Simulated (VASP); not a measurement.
**CdF2: the band gap up a ladder of functionals**

Wanted: bands and gap of CdF2 from one functional after another. The levels: LDA, PBE, r2SCAN, TB-mBJ, SCAN, TPSS, HSE06, PBE-EpsX, PBE0, r2SCAN-EpsX, r2SCAN0, PBE + SOC, HSE06 + SOC and TB-mBJ + SOC. The start is a cell from a database of measured crystal structures.

Program: VASP 6.6.1. Level of theory: LDA; plane waves and PAW (Cd, F), in the first sound run; inputs show where later runs differ. Results are calculated unless marked as measured.

### Step 1. Set-up

The structure is cubic, space group Fm-3m (No. 225). Conventional cell: a = 5.388 Å, b = 5.388 Å, c = 5.388 Å, α = 90.00°, β = 90.00°, γ = 90.00°. Cd has 8 F at 2.33 Å nearest. F has 4 Cd at 2.33 Å nearest. Farther neighbours and most contacts between anions are not listed.

### Step 2. Bands with LDA, k 5×5×5

Levels along the symmetry lines show where the bands peak and cross; KPOINTS_OPT computes them in the converged potential. LDA, the lowest rung, knows the local density alone.

Input file INCAR:

```
SYSTEM = CdF2
PREC = Accurate
ENCUT = 520
EDIFF = 1E-06
NELM = 100
ISMEAR = 0
SIGMA = 0.02
LREAL = .FALSE.
ALGO = Normal
GGA = CA
NBANDS = 26
LORBIT = 11
LWAVE = .FALSE.
LCHARG = .FALSE.
KPAR = 4
```

Input file POSCAR:

```
CdF2
1.0
    0.0000000000      2.6940000000      2.6940000000
    2.6940000000      0.0000000000      2.6940000000
    2.6940000000      2.6940000000      0.0000000000
Cd F
1 2
Direct
    0.0000000000      0.0000000000      0.0000000000
    0.2500000000      0.2500000000      0.2500000000
    0.7500000000      0.7500000000      0.7500000000
```

Input file KPOINTS:

```
Automatic mesh
0
Gamma
5 5 5
0 0 0
```

Input file KPOINTS_OPT:

```
Line mode
16
Line-mode
Reciprocal
  0.00000000   0.00000000   0.00000000 GAMMA
  0.50000000   0.00000000   0.50000000 X

  0.50000000   0.00000000   0.50000000 X
  0.50000000   0.25000000   0.75000000 W

  0.50000000   0.25000000   0.75000000 W
  0.37500000   0.37500000   0.75000000 K

  0.37500000   0.37500000   0.75000000 K
  0.00000000   0.00000000   0.00000000 GAMMA

  0.00000000   0.00000000   0.00000000 GAMMA
  0.50000000   0.50000000   0.50000000 L

  0.50000000   0.50000000   0.50000000 L
  0.62500000   0.25000000   0.62500000 U

  0.62500000   0.25000000   0.62500000 U
  0.50000000   0.25000000   0.75000000 W

  0.50000000   0.25000000   0.75000000 W
  0.50000000   0.50000000   0.50000000 L

  0.50000000   0.50000000   0.50000000 L
  0.37500000   0.37500000   0.75000000 K

  0.62500000   0.25000000   0.62500000 U
  0.50000000   0.00000000   0.50000000 X
```

Potentials, in the order of the species: Cd and F (PBE family, release 64).

Command:

```console
$ mpirun -np 4 vasp_std
```

Numbers of over 12 decimals in the logs are rounded to 6 here.

The log of the run:

```text
[banner, memory and clock lines left out]
running    4 mpi-ranks, on    1 nodes
 distrk:  each k-point on    1 cores,    4 groups
 distr:  one band on    1 cores,    1 groups

 POSCAR found type information on POSCAR CdF
 POSCAR found :  2 types and       3 ions
|                                                                             |
|               ----> ADVICE to this user running VASP <----                  |
|                                                                             |
|     You enforced a specific xc type in the INCAR file but a different       |
|     [... a line on the potential file left out ...]
|     I HOPE YOU KNOW WHAT YOU ARE DOING!                                     |
|                                                                             |

 LDA part: xc-table for (Slater(with rela. corr.)+CA(PZ))
 , standard interpolation
 POSCAR, INCAR and KPOINTS ok, starting setup
 FFT: planning ... GRIDC
 FFT: planning ... GRID_SOFT
 FFT: planning ... GRID
 WAVECAR not read
 entering main loop
       N       E                     dE             d eps       ncg     rms          rms(c)
DAV:   1     0.187225750759E+03    0.18723E+03   -0.14917E+04   560   0.101E+03
DAV:   2    -0.657968746589E+01   -0.19381E+03   -0.18268E+03   606   0.286E+02
DAV:   3    -0.141841748746E+02   -0.76045E+01   -0.75798E+01   572   0.590E+01
DAV:   4    -0.142145532687E+02   -0.30378E-01   -0.30376E-01   572   0.382E+00
DAV:   5    -0.142146553907E+02   -0.10212E-03   -0.10212E-03   548   0.195E-01    0.888E+00
DAV:   6    -0.128347559724E+02    0.13799E+01   -0.18868E+00   596   0.266E+01    0.724E+00
DAV:   7    -0.128442392797E+02   -0.94833E-02   -0.62735E-01   554   0.535E+00    0.420E+00
DAV:   8    -0.128178965684E+02    0.26343E-01   -0.13412E-01   558   0.269E+00    0.697E-01
DAV:   9    -0.128079776010E+02    0.99190E-02   -0.22936E-02   614   0.171E+00    0.112E-01
DAV:  10    -0.128082259470E+02   -0.24835E-03   -0.27502E-03   538   0.400E-01    0.845E-02
DAV:  11    -0.128082560826E+02   -0.30136E-04   -0.84562E-05   578   0.803E-02    0.336E-02
DAV:  12    -0.128082529237E+02    0.31589E-05   -0.31604E-05   546   0.464E-02    0.162E-02
DAV:  13    -0.128082532273E+02   -0.30364E-06   -0.16897E-06   528   0.147E-02
   1 F= -.12808253E+02 E0= -.12808253E+02  d E =-.108015E-46
 Start KPOINTS_OPT (optional k-point list driver)
k-point batch [1-10\160]
       N       E                     dE             ncg
DAV:   1     0.214844230887E+03   -0.22627E+04      536
DAV:   2    -0.177741129129E+04   -0.19923E+04      630
DAV:   3    -0.186384381400E+04   -0.86433E+02      546
DAV:   4    -0.186421718851E+04   -0.37337E+00      526
DAV:   5    -0.186421839245E+04   -0.12039E-02      530
DAV:   6    -0.186421839865E+04   -0.62018E-05      522
DAV:   7    -0.186421839869E+04   -0.38902E-07      368
[...]
k-point batch [151-160\160]
       N       E                     dE             ncg
DAV:   1     0.940979895541E+02   -0.99846E+04      552
DAV:   2    -0.182573996078E+04   -0.19198E+04      570
DAV:   3    -0.190088790595E+04   -0.75148E+02      670
DAV:   4    -0.190119031707E+04   -0.30241E+00      624
DAV:   5    -0.190119126362E+04   -0.94655E-03      660
DAV:   6    -0.190119126811E+04   -0.44924E-05      600
DAV:   7    -0.190119126815E+04   -0.33457E-07      502
```

It took 29 s on 4 MPI ranks of AMD EPYC 7R43, shared host; peak memory 0.52 GiB; 1.8 min of CPU time.

Lines that name or quote the potential files are left out of all logs, and their timing lines are given in words.

OUTCAR, selected parts (step 2):

```text
ion  position               nearest neighbor table
   1  0.000  0.000  0.000-   3 2.33   3 2.33   3 2.33   2 2.33   3 2.33   2 2.33   2 2.33   2 2.33

  LATTYP: Found a face centered cubic cell.
 ALAT       =     5.3880000000

 Subroutine GETGRP returns: Found 48 space group operations
 (whereof 48 operations were pure point group operations)

The static configuration has the point symmetry O_h .

 Found     10 irreducible k-points:

   k-points           NKPTS =     10   k-points in BZ     NKDIM =     10   number of bands    NBANDS=     26

   dimension x,y,z NGX =    28 NGY =   28 NGZ =   28
   dimension x,y,z NGXF=    56 NGYF=   56 NGZF=   56

   ENCUT  =  520.0 eV  38.22 Ry    6.18 a.u.   7.08  7.08  7.08*2*pi/ulx,y,z

   NELECT =      26.0000    total number of electrons

 k-points in reciprocal lattice and weights: Automatic mesh
   0.00000000  0.00000000  0.00000000       0.008
   0.20000000  0.00000000  0.00000000       0.064
   0.40000000  0.00000000  0.00000000       0.064
   0.20000000  0.20000000  0.00000000       0.048
   0.40000000  0.20000000  0.00000000       0.192
  -0.40000000  0.20000000  0.00000000       0.192
  -0.20000000  0.20000000  0.00000000       0.096
   0.40000000  0.40000000  0.00000000       0.048
  -0.40000000  0.40000000  0.00000000       0.096
  -0.40000000  0.40000000  0.20000000       0.192

 average (electrostatic) potential at core
       1 -39.0594       2 -77.8317       3 -77.8317

 E-fermi :  -1.6158

 k-point     1 :       0.0000    0.0000    0.0000
  band No.  band energies     occupation
    ...
      9      -2.7476      2.00000
     10      -2.7476      2.00000
     11      -2.2078      2.00000
     12      -2.2078      2.00000
     13      -2.2078      2.00000
     14       1.0603      0.00000
     15      10.5719      0.00000
     16      10.5719      0.00000
     17      10.5719      0.00000
     18      15.3884      0.00000
    ...

 k-point     2 :       0.2000    0.0000    0.0000
  band No.  band energies     occupation
    ...
      9      -3.0060      2.00000
     10      -3.0060      2.00000
     11      -2.6167      2.00000
     12      -2.1866      2.00000
     13      -2.1866      2.00000
     14       2.4111      0.00000
     15       9.1465      0.00000
     16      11.1374      0.00000
     17      11.1374      0.00000
     18      16.9807      0.00000
    ...

 k-point     3 :       0.4000    0.0000    0.0000
  band No.  band energies     occupation
    ...
      9      -3.7667      2.00000
     10      -3.5333      2.00000
     11      -3.5333      2.00000
     12      -2.1277      2.00000
     13      -2.1277      2.00000
     14       4.6499      0.00000
     15       7.4802      0.00000
     16      12.1947      0.00000
     17      12.1947      0.00000
     18      16.1760      0.00000
    ...

  Total       -1.1593444     -1.1593444     -1.1593444      0.0000000     -0.0000000      0.0000000
  in kB      -47.5007317    -47.5007317    -47.5007317      0.0000000     -0.0000000      0.0000000
  external PRESSURE =     -47.5007317 kB  Pullay stress =       0.0000000 kB

  energy-cutoff  :      520.00
  volume of cell :       39.10
      direct lattice vectors                 reciprocal lattice vectors
     0.000000000  2.694000000  2.694000000    -0.185597624  0.185597624  0.185597624
     2.694000000  0.000000000  2.694000000     0.185597624 -0.185597624  0.185597624
     2.694000000  2.694000000  0.000000000     0.185597624  0.185597624 -0.185597624

 POSITION                                       TOTAL-FORCE (eV/Angst)
 -----------------------------------------------------------------------------------
      0.00000      0.00000      0.00000         0.000000      0.000000     -0.000000
      1.34700      1.34700      1.34700         0.000000      0.000000     -0.000000
      4.04100      4.04100      4.04100        -0.000000     -0.000000      0.000000
 -----------------------------------------------------------------------------------
    total drift:                                0.000000      0.000000      0.000000

  FREE ENERGIE OF THE ION-ELECTRON SYSTEM (eV)
  ---------------------------------------------------
  free  energy   TOTEN  =       -12.8082532273 eV

  energy  without entropy=      -12.8082532273  energy(sigma->0) =      -12.80825323

 total charge
# of ion       s       p       d       tot
------------------------------------------
    1        0.241   0.205   9.682  10.128
    2        1.730   4.308   0.000   6.039
    3        1.730   4.308   0.000   6.039
--------------------------------------------------
tot          3.701   8.822   9.682  22.205

[... 3 further parts left out ...]
```

Spin-orbit coupling is off here; it would split degenerate levels. The PAW data sets were made with PBE, though LDA sets exist; this is a small mismatch. At this level the cell is under a tension of 4.8 GPa, so at these settings it is away from equilibrium.

Numbers from this step:

```yaml
scf_cycles: 13
electrons: 26
bands: 26
irreducible_k_points: 10
symmetry_operations: 48
free_energy_toten: -12.81 eV
fermi_energy: -1.616 eV
pressure: -4.750 GPa
metallic: no
least_gap_on_mesh_and_path: 2.796 eV
least_direct_gap_on_mesh_and_path: 3.268 eV
valence_top_at_k: 0.5, 0.25, 0.75
conduction_bottom_at_k: 0, 0, 0
least_direct_gap_at_k: 0, 0, 0
```

The electronic bands at the labelled points (eV, zero at the valence-band top; v1 is the highest filled band, c1 the lowest empty one):

| point | v4 | v3 | v2 | v1 | c1 | c2 |
| --- | --- | --- | --- | --- | --- | --- |
| Γ | -1.01 | -0.47 | -0.47 | -0.47 | 2.80 | 12.31 |
| 0.47 of the way | -1.78 | -0.49 | -0.34 | -0.34 | 4.83 | 10.39 |
| X | -3.06 | -0.52 | -0.09 | -0.09 | 7.75 | 9.34 |
| 0.47 of the way | -2.62 | -0.57 | -0.50 | -0.05 | 7.78 | 9.86 |
| W | -1.57 | -1.57 | -0.62 | 0.00 | 7.83 | 11.07 |
| 0.53 of the way | -2.11 | -1.10 | -0.53 | -0.07 | 7.76 | 10.65 |
| K | -2.35 | -0.99 | -0.36 | -0.20 | 7.71 | 10.43 |
| 0.47 of the way | -1.53 | -1.24 | -0.42 | -0.40 | 5.59 | 10.17 |
| Γ | -1.01 | -0.47 | -0.47 | -0.47 | 2.80 | 12.31 |
| 0.47 of the way | -1.36 | -1.05 | -0.44 | -0.44 | 4.52 | 10.57 |
| L | -1.91 | -1.91 | -0.38 | -0.38 | 6.95 | 8.79 |
| 0.47 of the way | -2.10 | -1.54 | -0.41 | -0.32 | 7.19 | 9.24 |
| U | -2.35 | -0.99 | -0.36 | -0.20 | 7.71 | 10.43 |
| 0.47 of the way | -2.11 | -1.10 | -0.53 | -0.07 | 7.76 | 10.65 |
| W | -1.57 | -1.57 | -0.62 | 0.00 | 7.83 | 11.07 |
| 0.47 of the way | -1.90 | -1.53 | -0.48 | -0.21 | 7.36 | 9.55 |
| L | -1.91 | -1.91 | -0.38 | -0.38 | 6.95 | 8.79 |
| 0.53 of the way | -2.16 | -1.47 | -0.40 | -0.31 | 7.26 | 9.37 |
| K | -2.35 | -0.99 | -0.36 | -0.20 | 7.71 | 10.43 |
| jump to U | -2.35 | -0.99 | -0.36 | -0.20 | 7.71 | 10.43 |
| 0.47 of the way | -2.71 | -0.60 | -0.26 | -0.12 | 7.77 | 9.68 |
| X | -3.06 | -0.52 | -0.09 | -0.09 | 7.75 | 9.34 |

The largest weight of each band there:

```
point      v4      v3      v2      v1       c1       c2
    Γ  F 0.98  F 0.64  F 0.64  F 0.64  Cd 0.75  Cd 0.99
    X  F 0.93  F 1.00  F 0.86  F 0.86  Cd 0.69  Cd 0.74
    W  F 0.80  F 0.80  F 1.00  F 0.87  Cd 0.65   F 0.71
    K  F 0.61  F 0.95  F 0.92  F 0.83  Cd 0.65  Cd 0.65
    Γ  F 0.98  F 0.64  F 0.64  F 0.64  Cd 0.75  Cd 0.99
    L  F 0.96  F 0.96  F 0.71  F 0.71  Cd 0.58   F 0.65
```

The gap is 2.80 eV, indirect, from W to Γ.

### Step 3. Bands with PBE, k 5×5×5

This step: PBE; plane waves and PAW (Cd, F) (VASP 6.6.1).

PBE, the usual starting point, adds the gradient of the density.

Edit INCAR of step 2 so:

```diff
@@ -9,3 +9,3 @@
 ALGO = Normal
-GGA = CA
+GGA = PE
 NBANDS = 26
```

POSCAR is that of step 2.

KPOINTS is that of step 2.

KPOINTS_OPT is that of step 2.

Command:

```console
$ mpirun -np 4 vasp_std
```

The log of the run:

```text
[banner, memory and clock lines left out]
running    4 mpi-ranks, on    1 nodes
 distrk:  each k-point on    1 cores,    4 groups
 distr:  one band on    1 cores,    1 groups

 POSCAR found type information on POSCAR CdF
 POSCAR found :  2 types and       3 ions
 LDA part: xc-table for (Slater+PW92), standard interpolation
 POSCAR, INCAR and KPOINTS ok, starting setup
 FFT: planning ... GRIDC
 FFT: planning ... GRID_SOFT
 FFT: planning ... GRID
 WAVECAR not read
 entering main loop
       N       E                     dE             d eps       ncg     rms          rms(c)
DAV:   1     0.190758936448E+03    0.19076E+03   -0.15015E+04   560   0.101E+03
DAV:   2    -0.489177409465E+01   -0.19565E+03   -0.18488E+03   608   0.289E+02
DAV:   3    -0.125356366402E+02   -0.76439E+01   -0.76201E+01   572   0.594E+01
DAV:   4    -0.125662798709E+02   -0.30643E-01   -0.30641E-01   564   0.386E+00
DAV:   5    -0.125663864030E+02   -0.10653E-03   -0.10653E-03   556   0.200E-01    0.103E+01
DAV:   6    -0.108264008937E+02    0.17400E+01   -0.25621E+00   586   0.282E+01    0.775E+00
DAV:   7    -0.108751330462E+02   -0.48732E-01   -0.88955E-01   556   0.653E+00    0.418E+00
DAV:   8    -0.108658103373E+02    0.93227E-02   -0.10369E-01   544   0.258E+00    0.696E-01
DAV:   9    -0.108587043815E+02    0.71060E-02   -0.21409E-02   584   0.174E+00    0.928E-02
DAV:  10    -0.108592110634E+02   -0.50668E-03   -0.22557E-03   552   0.449E-01    0.123E-01
DAV:  11    -0.108593066315E+02   -0.95568E-04   -0.11871E-04   552   0.868E-02    0.313E-02
DAV:  12    -0.108593237631E+02   -0.17132E-04   -0.19908E-05   542   0.323E-02    0.164E-02
DAV:  13    -0.108593250404E+02   -0.12773E-05   -0.28912E-06   544   0.134E-02    0.338E-03
DAV:  14    -0.108593248547E+02    0.18569E-06   -0.48627E-07   470   0.871E-03
   1 F= -.10859325E+02 E0= -.10859325E+02  d E =-.156944E-24
 Start KPOINTS_OPT (optional k-point list driver)
k-point batch [1-10\160]
       N       E                     dE             ncg
DAV:   1     0.328143068446E+03   -0.21494E+04      536
DAV:   2    -0.168301390115E+04   -0.20112E+04      630
DAV:   3    -0.177025488595E+04   -0.87241E+02      548
DAV:   4    -0.177063761071E+04   -0.38272E+00      526
DAV:   5    -0.177063890869E+04   -0.12980E-02      530
DAV:   6    -0.177063891565E+04   -0.69596E-05      538
DAV:   7    -0.177063891570E+04   -0.41511E-07      368
[...]
k-point batch [151-160\160]
       N       E                     dE             ncg
DAV:   1     0.204877376339E+03   -0.98738E+04      552
DAV:   2    -0.173040072839E+04   -0.19353E+04      570
DAV:   3    -0.180593132873E+04   -0.75531E+02      678
DAV:   4    -0.180623900924E+04   -0.30768E+00      624
DAV:   5    -0.180624003094E+04   -0.10217E-02      662
DAV:   6    -0.180624003605E+04   -0.51005E-05      608
DAV:   7    -0.180624003608E+04   -0.34986E-07      494
```

Wall time 31 s (4 MPI ranks); peak memory 0.55 GiB; 2 min of CPU time.

OUTCAR, selected parts (step 3):

```text
The static configuration has the point symmetry O_h .

 Found     10 irreducible k-points:

   NELECT =      26.0000    total number of electrons

 E-fermi :  -1.2506

 k-point     1 :       0.0000    0.0000    0.0000
  band No.  band energies     occupation
    ...
      9      -2.2820      2.00000
     10      -2.2820      2.00000
     11      -1.8103      2.00000
     12      -1.8103      2.00000
     13      -1.8103      2.00000
     14       1.7565      0.00000
     15      11.3923      0.00000
     16      11.3923      0.00000
     17      11.3923      0.00000
     18      16.3277      0.00000
    ...

 k-point     2 :       0.2000    0.0000    0.0000
  band No.  band energies     occupation
    ...
      9      -2.5427      2.00000
     10      -2.5427      2.00000
     11      -2.1849      2.00000
     12      -1.7785      2.00000
     13      -1.7785      2.00000
     14       3.0751      0.00000
     15       9.9691      0.00000
     16      11.9481      0.00000
     17      11.9481      0.00000
     18      17.7772      0.00000
    ...

  Total        1.5132721      1.5132721      1.5132721     -0.0000000      0.0000000      0.0000000
  in kB       62.0018763     62.0018763     62.0018763     -0.0000000      0.0000000      0.0000000
  external PRESSURE =      62.0018763 kB  Pullay stress =       0.0000000 kB

 POSITION                                       TOTAL-FORCE (eV/Angst)
 -----------------------------------------------------------------------------------
      0.00000      0.00000      0.00000        -0.000000      0.000000     -0.000000
      1.34700      1.34700      1.34700        -0.000000     -0.000000     -0.000000
      4.04100      4.04100      4.04100         0.000000      0.000000      0.000000
 -----------------------------------------------------------------------------------
    total drift:                                0.000000      0.000000      0.000000

  FREE ENERGIE OF THE ION-ELECTRON SYSTEM (eV)
  ---------------------------------------------------
  free  energy   TOTEN  =       -10.8593248547 eV

  energy  without entropy=      -10.8593248547  energy(sigma->0) =      -10.85932485

 total charge
# of ion       s       p       d       tot
------------------------------------------
    1        0.231   0.196   9.691  10.119
    2        1.740   4.344   0.000   6.083
    3        1.740   4.344   0.000   6.083
--------------------------------------------------
tot          3.711   8.883   9.691  22.285

[... 8 parts as in an earlier step ...]

[... 5 further parts left out ...]
```

At this level the cell is under a pressure of 6.2 GPa, so at these settings it is away from equilibrium.

This step gave:

```yaml
scf_cycles: 14
free_energy_toten: -10.86 eV
fermi_energy: -1.251 eV
pressure: 6.200 GPa
least_gap_on_mesh_and_path: 3.068 eV
least_direct_gap_on_mesh_and_path: 3.567 eV
```

Electronic bands along the path, in eV, zero at the valence-band top; v1 is the highest filled band, c1 the lowest empty one:

| point | v4 | v3 | v2 | v1 | c1 | c2 |
| --- | --- | --- | --- | --- | --- | --- |
| Γ | -0.97 | -0.50 | -0.50 | -0.50 | 3.07 | 12.70 |
| 0.47 of the way | -1.74 | -0.50 | -0.34 | -0.34 | 5.07 | 10.79 |
| X | -2.96 | -0.50 | -0.09 | -0.09 | 8.00 | 9.65 |
| 0.47 of the way | -2.55 | -0.54 | -0.48 | -0.05 | 8.03 | 10.17 |
| W | -1.53 | -1.53 | -0.59 | 0.00 | 8.07 | 11.51 |
| 0.53 of the way | -2.07 | -1.06 | -0.51 | -0.07 | 8.00 | 10.97 |
| K | -2.32 | -0.95 | -0.34 | -0.20 | 7.96 | 10.74 |
| 0.47 of the way | -1.48 | -1.23 | -0.43 | -0.39 | 5.82 | 10.56 |
| Γ | -0.97 | -0.50 | -0.50 | -0.50 | 3.07 | 12.70 |
| 0.47 of the way | -1.32 | -1.03 | -0.46 | -0.46 | 4.76 | 10.97 |
| L | -1.84 | -1.84 | -0.40 | -0.40 | 7.17 | 9.16 |
| 0.47 of the way | -2.04 | -1.48 | -0.41 | -0.33 | 7.43 | 9.61 |
| U | -2.32 | -0.95 | -0.34 | -0.20 | 7.96 | 10.74 |
| 0.47 of the way | -2.07 | -1.06 | -0.51 | -0.07 | 8.00 | 10.97 |
| W | -1.53 | -1.53 | -0.59 | 0.00 | 8.07 | 11.51 |
| 0.47 of the way | -1.83 | -1.49 | -0.48 | -0.22 | 7.60 | 9.93 |
| L | -1.84 | -1.84 | -0.40 | -0.40 | 7.17 | 9.16 |
| 0.53 of the way | -2.10 | -1.42 | -0.40 | -0.32 | 7.50 | 9.74 |
| K | -2.32 | -0.95 | -0.34 | -0.20 | 7.96 | 10.74 |
| jump to U | -2.32 | -0.95 | -0.34 | -0.20 | 7.96 | 10.74 |
| 0.47 of the way | -2.67 | -0.57 | -0.25 | -0.12 | 8.02 | 10.00 |
| X | -2.96 | -0.50 | -0.09 | -0.09 | 8.00 | 9.65 |

The largest weight of each band there:

```csv
point,v4,v3,v2,v1,c1,c2
Γ,F 0.98,F 0.65,F 0.65,F 0.65,Cd 0.76,Cd 0.99
X,F 0.93,F 1.00,F 0.87,F 0.87,Cd 0.69,Cd 0.74
W,F 0.82,F 0.82,F 1.00,F 0.87,Cd 0.66,F 0.69
K,F 0.65,F 0.95,F 0.93,F 0.84,Cd 0.66,Cd 0.66
Γ,F 0.98,F 0.65,F 0.65,F 0.65,Cd 0.76,Cd 0.99
L,F 0.96,F 0.96,F 0.73,F 0.73,Cd 0.60,F 0.63
```

The gap is 3.07 eV, indirect, from W to Γ. Against LDA that is +0.27 eV; the cost is about the same.

[end of part 1 of 7]

[Lines on the potential files, build, host, timing and source positions are cut from VASP's logs without a mark.]

[Logs are printed without paths, hosts, clocks, repeated set-up lines and the standing remarks that a program may print on its own settings, such as how far it seeks lower states.]

[Hosts, paths, dates, database ids (printed as entryN), source tags and the programs' standing remarks are cut or masked in the printed files.]

[Measured values are set beside computed ones only where the two were judged alike; some that the calculation misses by far are left out.]
